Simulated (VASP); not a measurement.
GeSe: relaxation of the atoms with PBEsol

Slab: GeSe, a slab with vacuum.

```
Ge Se
1.0
     4.38000    0.00000    0.00000
     0.00000   10.79000    0.00000
     0.00000    0.00000   21.73000
Ge Se
8 8
Direct
  0.89400 0.12100 0.36815
  0.60600 0.62100 0.36815
  0.89400 0.12100 0.54395
  0.60600 0.62100 0.54395
  0.39400 0.37900 0.45605
  0.10600 0.87900 0.45605
  0.39400 0.37900 0.63185
  0.10600 0.87900 0.63185
  0.49700 0.85200 0.36815
  0.00300 0.35200 0.36815
  0.49700 0.85200 0.54395
  0.00300 0.35200 0.54395
  0.99700 0.64800 0.45605
  0.50300 0.14800 0.45605
  0.99700 0.64800 0.63185
  0.50300 0.14800 0.63185
```

| Property | Result |
| --- | --- |
| Program | VASP 6.6.1 |
| Task | relaxation of the atoms |
| Functional | PBEsol |
| Potentials or basis | VASP PAW PBE potentials, release 64 (Ge_d, Se) |
| Cutoff | 520 eV |
| k mesh | 6 × 2 × 1 |
| Occupations | gaussian, width 0.05 eV |
| Spin | no spin polarisation |
| Dipole correction | yes |
| Further INCAR settings | ALGO = Normal; EDIFF = 1e-07; IBRION = 2; EDIFFG = -0.015; NSW = 100 |

```
Energy gained by relaxing    : 95.8 meV/atom
Ionic steps                  : 33
Largest force after relaxing : 0.014 eV/Å
Band gap on the k mesh       : 0.60 eV, direct
```

Forces on the atoms (eV/Å):
```
Ge   0.001 -0.004 -0.002
Ge  -0.001 -0.004 -0.002
Ge   0.001  0.006 -0.009
Ge  -0.001  0.006 -0.009
Ge   0.001 -0.006  0.009
Ge  -0.001 -0.006  0.009
Ge   0.001  0.004  0.002
Ge  -0.001  0.004  0.002
Se   0.000  0.000 -0.003
Se   0.000  0.000 -0.003
Se   0.013 -0.004 -0.003
Se  -0.013 -0.004 -0.003
Se   0.013  0.004  0.003
Se  -0.013  0.004  0.003
Se   0.000  0.000  0.003
Se   0.000  0.000  0.003
```

The path:
```
step  energy change (eV)  largest force (eV/Å)  pressure (GPa)
   1              0.0000                0.9915           -1.14
   2             -0.3412                0.7256           -0.91
   3             -0.5810                0.4884           -0.39
   4             -0.7343                0.4834           -0.46
   5             -1.0395                0.6186           -0.60
   6             -0.7403                1.4903           -0.56
   7             -1.0876                0.8310           -0.64
   8             -1.1951                0.6949           -0.70
   9             -1.3573                0.4949           -0.85
  10             -1.3597                0.5011           -0.87
  11             -1.4151                0.3503           -0.77
  12             -1.4563                0.1289           -0.56
  13             -1.4653                0.1080           -0.58
  14             -1.4832                0.0827           -0.66
  15             -1.4791                0.1688           -0.80
  16             -1.4880                0.1186           -0.72
  17             -1.4970                0.0606           -0.65
  18             -1.4987                0.0657           -0.61
  19             -1.5034                0.0655           -0.62
  20             -1.5074                0.0949           -0.66
  21             -1.5108                0.0728           -0.65
  22             -1.5167                0.0461           -0.64
  23             -1.5172                0.0608           -0.64
  24             -1.5206                0.0512           -0.66
  25             -1.5260                0.0481           -0.73
  26             -1.5263                0.0663           -0.76
  27             -1.5295                0.0372           -0.72
  28             -1.5299                0.0332           -0.70
  29             -1.5308                0.0289           -0.70
  30             -1.5317                0.0283           -0.71
  31             -1.5318                0.0303           -0.71
  32             -1.5324                0.0210           -0.70
  33             -1.5328                0.0140           -0.68
```

Final structure:
```
CELL_PARAMETERS angstrom
4.38000 0.00000 0.00000
0.00000 10.79000 0.00000
0.00000 0.00000 21.73000
ATOMIC_POSITIONS crystal
Ge 0.95712 0.12087 0.38938
Ge 0.54288 0.62087 0.38938
Ge 0.90812 0.13059 0.56489
Ge 0.59188 0.63059 0.56489
Ge 0.40812 0.36941 0.43511
Ge 0.09188 0.86941 0.43511
Ge 0.45712 0.37913 0.61062
Ge 0.04288 0.87913 0.61062
Se 0.53225 0.84242 0.36063
Se 0.96775 0.34242 0.36063
Se 0.50588 0.86134 0.54011
Se 0.99412 0.36134 0.54011
Se 0.00588 0.63866 0.45989
Se 0.49412 0.13866 0.45989
Se 0.03225 0.65758 0.63937
Se 0.46775 0.15758 0.63937
```

Levels at points of the mesh, in eV from the valence-band top:
```csv
k point,band 78,band 79,band 80,band 81,band 82,band 83
"(0.00, 0.00, 0.00)",-0.52,-0.05,0.00,0.60,0.89,1.00
"(0.50, 0.00, 0.00)",-0.67,-0.25,-0.25,1.81,1.81,2.11
"(0.00, 0.50, 0.00)",-0.56,-0.31,-0.31,0.82,0.82,1.50
"(0.50, 0.50, 0.00)",-0.83,-0.50,-0.50,2.05,2.05,2.29
```

It took 51 min on 8 MPI ranks on AMD EPYC 9R45 96-Core Processor (Zen 5) (shared host), peak memory 0.84 GiB a rank.

Caveat: the PAW data sets were made with another functional, which shifts forces and pressure a little.
